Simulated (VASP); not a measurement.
VASP ran on this input.

**KPOINTS**
```
kpoints
0
gamma
18 18 10
0 0 0
```

### POSCAR
```
Be
1
    1.1277801805    -1.9533724056     0.0000000000
    1.1277801805     1.9533724056     0.0000000000
    0.0000000000     0.0000000000     3.5674272054
Be
2
Direct
  0.3333330000   0.6666670000   0.2500000000
  0.6666670000   0.3333330000   0.7500000000
```

**INCAR**
```
! general
SYSTEM  = Be
PREC    = Accurate
ENCUT   = 500   ! plane-wave cut-off (eV)
LREAL   = .False.   ! projection in real space or not
LASPH   = .True.

! electronic loop
EDIFF   = 1E-6
NELM    = 100   ! most electronic steps
ALGO    = Normal

! smearing
ISMEAR  = 1   ! Methfessel-Paxton
SIGMA   = 0.1

! functional
GGA     = PS

! ions
IBRION  = 2   ! conjugate gradients
NSW     = 40
ISIF    = 3   ! ions, shape and volume
EDIFFG  = -0.02   ! ionic stop
PSTRESS = 50   ! kbar

! output
LWAVE   = .False.
LCHARG  = .False.
```

POTCAR, in this order: Be (PBE.64 set). Program: vasp_std.

Task: Translate this PBEsol calculation to Ansatz.

Result: One equivalent input (not run):
Ansatz 0.2 input:
```yaml
crystal:
  lattice:
    - [1.1277802, -1.9533724, 0.0000000]
    - [1.1277802, 1.9533724, 0.0000000]
    - [0.0000000, 0.0000000, 3.5674272]
  atoms:
    - { symbol: Be, position: [0.3333330, 0.6666670, 0.2500000] }
    - { symbol: Be, position: [0.6666670, 0.3333330, 0.7500000] }
kpoints:
  mp_grid: { grid: [18, 18, 10] }
hamiltonian:
  xc: pbesol
  pseudopotentials: { kind: paw }
scf:
  occupations: { method: methfessel_paxton, width: 0.1 }
  max_iter: 100
relax:
  max_steps: 40
  f_tol: 0.02
  cell: { p_target: 5 }
output: { forces: true, stress: true, eigenvalues: true }
```
The two are equivalent in intent, not identical: each code has its own PAW files, so the cut-off isn't converted (ENCUT is set for VASP's; basis.ecutwfc is left out, and Ansatz then takes the one that its files recommend); Ansatz stops its SCF on the density residual and VASP on the energy change (EDIFF).

The compound is Be in the hcp structure. This run relaxes it under an external pressure of 5 GPa. Symmetry was kept, so distortions that lower it aren't found.
